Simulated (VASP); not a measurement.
An input for Quantum ESPRESSO's pw.x (written as the equivalent of a VASP run, and not itself run):

```
&CONTROL
  calculation = 'vc-relax'
  pseudo_dir = './pseudo'
  outdir = './out'
  tprnfor = .true.
  tstress = .true.
  nstep = 60
  forc_conv_thr = 0.00078
/
&SYSTEM
  ibrav = 0
  nat = 3
  ntyp = 2
  ecutwfc = 84
  occupations = 'smearing'
  smearing = 'methfessel-paxton'
  degauss = 0.00735
  input_dft = 'vdw-df2-b86r'
/
&ELECTRONS
  conv_thr = 7.3e-08
  electron_maxstep = 100
/
&IONS
/
&CELL
/
ATOMIC_SPECIES
  Te 127.600 Te.upf
  Pt 195.084 Pt.upf
CELL_PARAMETERS angstrom
     2.0377243   -3.5294416    0.0000000
     2.0377243    3.5294416    0.0000000
     0.0000000   -0.0000000    5.2086019
ATOMIC_POSITIONS crystal
  Te   0.3333330  0.6666670  0.2625590
  Te   0.6666670  0.3333330  0.7374410
  Pt   0.0000000  0.0000000  0.0000000
K_POINTS automatic
  8 8 6 0 0 0
```

Problem. Translate this input to VASP (INCAR, KPOINTS, POSCAR, choice of POTCAR).

Solution. Several could match; the one computed here: 
**INCAR**
```
SYSTEM  =  PtTe2
PREC  =  Accurate; ENCUT  =  520; LREAL  =  .False.
LASPH  =  .True.
EDIFF  =  1E-6; NELM  =  100; ALGO  =  Normal
LMAXMIX  =  6
ISMEAR  =  1; SIGMA  =  0.1
GGA  =  MK; LUSE_VDW  =  .True.; AGGAC  =  0.0
PARAM1  =  0.1234568; PARAM2  =  0.7114; ZAB_VDW  =  -1.8867
IBRION  =  2; NSW  =  60; ISIF  =  3
EDIFFG  =  -0.02
LWAVE  =  .False.; LCHARG  =  .False.
```

File POSCAR:
```
PtTe2
1
    2.0377243103    -3.5294416474     0.0000000000
    2.0377243103     3.5294416474     0.0000000000
    0.0000000000    -0.0000000000     5.2086018790
Te Pt
2 1
Direct
  0.3333330000   0.6666670000   0.2625590382
  0.6666670000   0.3333330000   0.7374409618
  0.0000000000   0.0000000000   0.0000000000
```

**KPOINTS**
```
Automatic mesh
0
Gamma
8 8 6
0 0 0
```

POTCAR, in this order: Te Pt (PBE.64 set). Program: vasp_std.

What does not carry over: the potentials are each code's own (VASP's PAW set, PseudoDojo norm-conserving files in pw.x), so ENCUT and ecutwfc are chosen apart and not converted; conv_thr bounds pw.x's estimated SCF error, while EDIFF bounds the energy change between steps; forc_conv_thr acts on force components and is met together with etot_conv_thr.

The compound is PtTe2 in the 1T layered structure. It was relaxed first. The start is the result of an earlier pass.
